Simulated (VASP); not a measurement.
A convergence study with VASP on Cu2O (space group no. 224 when undisturbed): a few settings are varied, all else stays as given below, so the limit is that of these other settings. One atom is moved off its site, so that forces are finite.

```
CELL_PARAMETERS angstrom
      4.25719     0.00000     0.00000
      0.00000     4.25719     0.00000
      0.00000     0.00000     4.25719
ATOMIC_POSITIONS crystal
  Cu 0.75000 0.25000 0.75000
  Cu 0.25000 0.75000 0.75000
  Cu 0.75000 0.75000 0.25000
  Cu 0.25678 0.25678 0.25678
  O  0.00000 0.00000 0.00000
  O  0.50000 0.50000 0.50000
```

Calculation: PBEsol GGA, VASP's PBE PAW potentials (set 64) (plane waves; VASP). The last row used: 400 eV cut-off, 6×6×6 Γ-centred mesh, Fermi-Dirac smearing of 0.020 eV, potentials Cu O.

| setting | E (eV/atom) | pressure (GPa) | largest force (eV/Å) | irreducible k-points |
|---|---|---|---|---|
| SIGMA = 1.0 | -4.8104 | 4.74 | 1.343 | 32 |
| SIGMA = 0.5 | -4.9424 | -2.75 | 1.278 | 32 |
| SIGMA = 0.2 | -4.9905 | -4.84 | 1.270 | 32 |
| SIGMA = 0.1 | -4.9929 | -5.05 | 1.270 | 32 |
| SIGMA = 0.02 | -4.9930 | -5.07 | 1.270 | 32 |

VASP warned of too few bands at SIGMA = 1.0.

Left out are rungs that failed or repeat a setting and relaxations that didn't move; long series are thinned to 24 rows.

The structure is a typed Cu2O crystal (space group no. 224). The cell was not relaxed at this level, it is distorted from the ideal structure. VASP warned that the highest band is occupied, so more bands are needed.
